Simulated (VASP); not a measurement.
OSZICAR of a VASP run on BN (relaxed from the zinc blende structure, space group F-43m):

OSZICAR:
```
       N       E                     dE             d eps       ncg     rms          rms(c)
DAV:   1     0.150068048708E+02    0.15007E+02   -0.59016E+03  1376   0.117E+03
DAV:   2    -0.190660042130E+02   -0.34073E+02   -0.33017E+02  1832   0.215E+02
DAV:   3    -0.193536427593E+02   -0.28764E+00   -0.28764E+00  1624   0.225E+01
DAV:   4    -0.193539070856E+02   -0.26433E-03   -0.26433E-03  1864   0.622E-01
DAV:   5    -0.193539071511E+02   -0.65526E-07   -0.65526E-07  1552   0.747E-03    0.686E+00
DAV:   6    -0.184427325278E+02    0.91117E+00   -0.31233E+00  1800   0.140E+01    0.344E+00
DAV:   7    -0.183395598383E+02    0.10317E+00   -0.12582E-01  1784   0.334E+00    0.192E+00
DAV:   8    -0.183175071796E+02    0.22053E-01   -0.44317E-02  1504   0.179E+00    0.206E-01
DAV:   9    -0.183175297038E+02   -0.22524E-04   -0.38677E-04  1360   0.245E-01    0.799E-02
DAV:  10    -0.183175433180E+02   -0.13614E-04   -0.69740E-05  1912   0.923E-02    0.138E-02
DAV:  11    -0.183175447220E+02   -0.14039E-05   -0.22026E-06  1440   0.148E-02    0.481E-03
DAV:  12    -0.183175447815E+02   -0.59573E-07   -0.51044E-07   672   0.645E-03
   1 F= -.16921023E+02 E0= -.16921023E+02  d E =-.169210E+02
```

Which electronic solver shows in the log?

It is blocked Davidson (ALGO = Normal, or the opening steps of other solvers). The INCAR had ALGO = Normal.

Can the final energy be trusted as converged?

Self-consistency was reached. It stopped with EDIFF = 1E-6, NELM = 100, NSW = 40 and EDIFFG = -0.02 after 1 ionic step (PBEsol GGA, plane waves, VASP's PBE PAW potentials (set 64)).

The structure was generated: BN was put into the zinc blende type (F-43m), which need not be its known phase. It was relaxed first under an external pressure of 20 GPa.
